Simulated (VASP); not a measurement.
Output of a VASP run:

OSZICAR:
```
       N       E                     dE             d eps       ncg     rms          rms(c)
DAV:   1     0.115589829141E+03    0.11559E+03   -0.75152E+03   910   0.111E+03
DAV:   2    -0.354592915837E+01   -0.11914E+03   -0.11664E+03   950   0.301E+02
DAV:   3    -0.128787855540E+02   -0.93329E+01   -0.91952E+01  1545   0.840E+01
DAV:   4    -0.132111350738E+02   -0.33235E+00   -0.32959E+00  1106   0.149E+01
DAV:   5    -0.132288942547E+02   -0.17759E-01   -0.17751E-01  1434   0.294E+00    0.853E+00
DAV:   6    -0.120539962464E+02    0.11749E+01   -0.13126E+01  1313   0.336E+01    0.436E+00
DAV:   7    -0.118668394471E+02    0.18716E+00   -0.17316E+00  1135   0.138E+01    0.225E+00
DAV:   8    -0.118660161344E+02    0.82331E-03   -0.12927E-01  1081   0.347E+00    0.624E-01
DAV:   9    -0.118591213921E+02    0.68947E-02   -0.28154E-02  1251   0.180E+00    0.147E-01
DAV:  10    -0.118591764382E+02   -0.55046E-04   -0.20121E-03  1177   0.326E-01    0.894E-02
DAV:  11    -0.118591901812E+02   -0.13743E-04   -0.33419E-04  1191   0.198E-01    0.399E-02
DAV:  12    -0.118591795259E+02    0.10655E-04   -0.11384E-04  1303   0.113E-01    0.906E-03
DAV:  13    -0.118591789753E+02    0.55067E-06   -0.38848E-06  1036   0.211E-02
   1 F= -.11859179E+02 E0= -.11858267E+02  d E =-.118592E+02
       N       E                     dE             d eps       ncg     rms          rms(c)
DAV:   1    -0.118641374527E+02   -0.49579E-02   -0.95911E-02  1100   0.409E+00    0.581E-01
DAV:   2    -0.118601873059E+02    0.39501E-02   -0.41458E-02  1217   0.232E+00    0.173E-01
DAV:   3    -0.118591808509E+02    0.10065E-02   -0.48241E-03  1214   0.714E-01    0.649E-02
DAV:   4    -0.118591464314E+02    0.34419E-04   -0.78067E-04  1175   0.205E-01    0.337E-02
DAV:   5    -0.118591794888E+02   -0.33057E-04   -0.50752E-05  1139   0.512E-02    0.249E-02
DAV:   6    -0.118592141509E+02   -0.34662E-04   -0.98644E-05  1543   0.485E-02    0.984E-03
DAV:   7    -0.118592147774E+02   -0.62653E-06   -0.26637E-06   941   0.125E-02
   2 F= -.11859215E+02 E0= -.11858320E+02  d E =-.358022E-04
       N       E                     dE             d eps       ncg     rms          rms(c)
DAV:   1    -0.118602280880E+02   -0.10139E-02   -0.18906E-02  1105   0.182E+00    0.259E-01
DAV:   2    -0.118594558340E+02    0.77225E-03   -0.84085E-03  1227   0.104E+00    0.776E-02
DAV:   3    -0.118592497604E+02    0.20607E-03   -0.97292E-04  1222   0.321E-01    0.278E-02
DAV:   4    -0.118592428674E+02    0.68931E-05   -0.15259E-04  1200   0.880E-02    0.151E-02
DAV:   5    -0.118592483938E+02   -0.55264E-05   -0.99887E-06  1107   0.226E-02    0.113E-02
DAV:   6    -0.118592526906E+02   -0.42968E-05   -0.20357E-05  1541   0.238E-02    0.395E-03
DAV:   7    -0.118592524904E+02    0.20028E-06   -0.70646E-07   659   0.683E-03
   3 F= -.11859252E+02 E0= -.11858350E+02  d E =-.735151E-04
```

File OUTCAR:
```
------------------------ aborting loop because EDIFF is reached ----------------------------------------
  FORCE on cell =-STRESS in cart. coord.  units (eV):
  Direction    XX          YY          ZZ          XY          YZ          ZX
  --------------------------------------------------------------------------------------
  Total        0.0000531      0.0000531      0.0000531      0.0000000      0.0000000     -0.0000000
  in kB        0.0014591      0.0014591      0.0014591      0.0000000      0.0000000     -0.0000000
  external PRESSURE =       0.0014591 kB  Pullay stress =       0.0000000 kB
  volume of cell :       58.30
      direct lattice vectors                 reciprocal lattice vectors
     0.000000000  3.077618890  3.077618890    -0.162463261  0.162463261  0.162463261
     3.077618890  0.000000000  3.077618890     0.162463261 -0.162463261  0.162463261
     3.077618890  3.077618890  0.000000000     0.162463261  0.162463261 -0.162463261
 POSITION                                       TOTAL-FORCE (eV/Angst)
 -----------------------------------------------------------------------------------
      0.00000      0.00000      0.00000         0.000000      0.000000      0.000000
      1.53881      1.53881      1.53881        -0.000000     -0.000000     -0.000000
 -----------------------------------------------------------------------------------
    total drift:                                0.000000      0.000000     -0.000000
  FREE ENERGIE OF THE ION-ELECTRON SYSTEM (eV)
  ---------------------------------------------------
  free  energy   TOTEN  =       -11.8592524904 eV

  energy  without entropy=      -11.8565453298  energy(sigma->0) =      -11.85835010

 reached required accuracy - stopping structural energy minimisation
```
(Selected blocks of OUTCAR.)

File POSCAR:
```
TiTe
1
   -0.0000000000     3.0801684181     3.0801684181
    3.0801684181     0.0000000000     3.0801684181
    3.0801684181     3.0801684181     0.0000000000
Ti Te
1 1
Direct
  0.0000000000   0.0000000000   0.0000000000
  0.2500000000   0.2500000000   0.2500000000
```

Question: Write an INCAR and KPOINTS that could have produced this output.

Answer: Several could match; the one computed here: the input of the run itself, PBEsol GGA, plane waves, VASP's PBE PAW potentials (set 64).

### KPOINTS
```
Automatic mesh
0
G
  9 9 9
0 0 0
```

INCAR:
```
! general
SYSTEM  = TiTe
PREC    = Accurate
ENCUT   = 400
LREAL   = .False.
LASPH   = .True.

! electronic loop
EDIFF   = 1E-6
NELM    = 100
ALGO    = Normal
LMAXMIX = 4

! smearing
ISMEAR  = 1
SIGMA   = 0.1

! functional
GGA     = PS

! ions
IBRION  = 2
NSW     = 60
ISIF    = 3
EDIFFG  = -0.01

! output
LWAVE   = .False.
LCHARG  = .False.
```

POTCAR, in this order: Ti_sv Te (PBE.64 set). Program: vasp_std.

The structure was generated: TiTe was put into the zinc blende type (F-43m), which need not be its known phase. This run relaxes it. Symmetry was kept, so distortions that lower it aren't found. The start is the result of an earlier pass.
